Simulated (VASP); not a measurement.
OSZICAR of a VASP run on Gd (hcp):

### OSZICAR
```
       N       E                     dE             d eps       ncg     rms          rms(c)
DAV:   1     0.376514948402E+02    0.37651E+02   -0.88488E+03  1456   0.122E+03
DAV:   2    -0.778551060247E+01   -0.45437E+02   -0.44445E+02  1586   0.232E+02
DAV:   3    -0.952862117348E+01   -0.17431E+01   -0.16192E+01  1945   0.271E+01
DAV:   4    -0.956161218339E+01   -0.32991E-01   -0.32570E-01  1808   0.375E+00
DAV:   5    -0.956245335318E+01   -0.84117E-03   -0.84114E-03  2101   0.464E-01    0.229E+01
DAV:   6    -0.955463293285E+01    0.78204E-02   -0.24662E-02  1646   0.123E+00    0.137E+01
DAV:   7    -0.955727666077E+01   -0.26437E-02   -0.44713E-02  1521   0.164E+00    0.198E-01
DAV:   8    -0.955678720559E+01    0.48946E-03   -0.23930E-03  1681   0.369E-01    0.584E-02
DAV:   9    -0.955678023566E+01    0.69699E-05   -0.24126E-04  1885   0.115E-01    0.352E-02
DAV:  10    -0.955677813614E+01    0.20995E-05   -0.28648E-05  1735   0.376E-02    0.368E-02
DAV:  11    -0.955677815289E+01   -0.16753E-07   -0.51705E-06  1616   0.174E-02
   1 F= -.95567782E+01 E0= -.95574230E+01  d E =-.955678E+01
       N       E                     dE             d eps       ncg     rms          rms(c)
DAV:   1    -0.978696074421E+01   -0.23018E+00   -0.44598E+00  1456   0.166E+01    0.241E+00
DAV:   2    -0.963863796503E+01    0.14832E+00   -0.28544E-01  1481   0.433E+00    0.116E+00
DAV:   3    -0.957687719489E+01    0.61761E-01   -0.16608E-01  1456   0.313E+00    0.461E-01
DAV:   4    -0.957701506870E+01   -0.13787E-03   -0.79221E-03  1771   0.718E-01    0.368E-01
DAV:   5    -0.957700195286E+01    0.13116E-04   -0.11659E-03  1723   0.207E-01    0.495E-02
DAV:   6    -0.957701251608E+01   -0.10563E-04   -0.93362E-05  1966   0.577E-02    0.259E-02
DAV:   7    -0.957701270052E+01   -0.18443E-06   -0.42802E-06  1650   0.157E-02
   2 F= -.95770127E+01 E0= -.95776022E+01  d E =-.202345E-01
       N       E                     dE             d eps       ncg     rms          rms(c)
DAV:   1    -0.957950886124E+01   -0.24963E-02   -0.47165E-02  1456   0.172E+00    0.251E-01
DAV:   2    -0.957796272966E+01    0.15461E-02   -0.30504E-03  1491   0.445E-01    0.119E-01
DAV:   3    -0.957731770978E+01    0.64502E-03   -0.15582E-03  1456   0.300E-01    0.433E-02
DAV:   4    -0.957731146389E+01    0.62459E-05   -0.99815E-05  1771   0.807E-02    0.336E-02
DAV:   5    -0.957731056801E+01    0.89588E-06   -0.12638E-05  1806   0.212E-02    0.609E-03
DAV:   6    -0.957731040845E+01    0.15956E-06   -0.96135E-07   858   0.707E-03
   3 F= -.95773104E+01 E0= -.95779378E+01  d E =-.205323E-01
       N       E                     dE             d eps       ncg     rms          rms(c)
DAV:   1    -0.957737405583E+01   -0.63488E-04   -0.14445E-03  1456   0.301E-01    0.444E-02
DAV:   2    -0.957732577394E+01    0.48282E-04   -0.93502E-05  1491   0.779E-02    0.210E-02
DAV:   3    -0.957730595838E+01    0.19816E-04   -0.48719E-05  1456   0.531E-02    0.767E-03
DAV:   4    -0.957730573104E+01    0.22734E-06   -0.30361E-06  1370   0.142E-02
   4 F= -.95773057E+01 E0= -.95779391E+01  d E =-.205276E-01
       N       E                     dE             d eps       ncg     rms          rms(c)
DAV:   1    -0.957778718055E+01   -0.48122E-03   -0.15967E-02  1466   0.925E-01    0.818E-02
DAV:   2    -0.957754986354E+01    0.23732E-03   -0.29522E-04  1656   0.139E-01    0.535E-02
DAV:   3    -0.957745351972E+01    0.96344E-04   -0.13050E-04  1831   0.866E-02    0.254E-02
DAV:   4    -0.957745251716E+01    0.10026E-05   -0.20563E-05  1914   0.325E-02    0.140E-02
DAV:   5    -0.957745257522E+01   -0.58059E-07   -0.55406E-07   738   0.643E-03
   5 F= -.95774526E+01 E0= -.95781262E+01  d E =-.146844E-03
       N       E                     dE             d eps       ncg     rms          rms(c)
DAV:   1    -0.957818203155E+01   -0.72951E-03   -0.32104E-02  1466   0.131E+00    0.116E-01
DAV:   2    -0.957770988696E+01    0.47214E-03   -0.58810E-04  1656   0.196E-01    0.748E-02
DAV:   3    -0.957751835364E+01    0.19153E-03   -0.25651E-04  1844   0.121E-01    0.366E-02
DAV:   4    -0.957751576252E+01    0.25911E-05   -0.41243E-05  1919   0.460E-02    0.200E-02
DAV:   5    -0.957751589908E+01   -0.13656E-06   -0.11841E-06   888   0.929E-03
   6 F= -.95775159E+01 E0= -.95782208E+01  d E =-.210168E-03
```

Task: Which electronic solver shows in the log?

Result: It is blocked Davidson (ALGO = Normal, or the opening steps of other solvers). The INCAR had ALGO = Normal.

Task: Can the final energy be trusted as converged?

Result: Self-consistency was reached. It stopped with EDIFF = 1E-6, NELM = 100, NSW = 60 and EDIFFG = -0.01 after 6 ionic steps (AM05 GGA, plane waves, VASP's PBE PAW potentials (set 64)). The 4f electrons are frozen in the core of the lanthanide potential, so 4f levels, which can set the real gap, and their magnetism are missing. Energy and stress use the plane-wave basis of the starting cell.

The compound is Gd in the hcp structure. This run relaxes it. Symmetry was kept, so distortions that lower it aren't found.
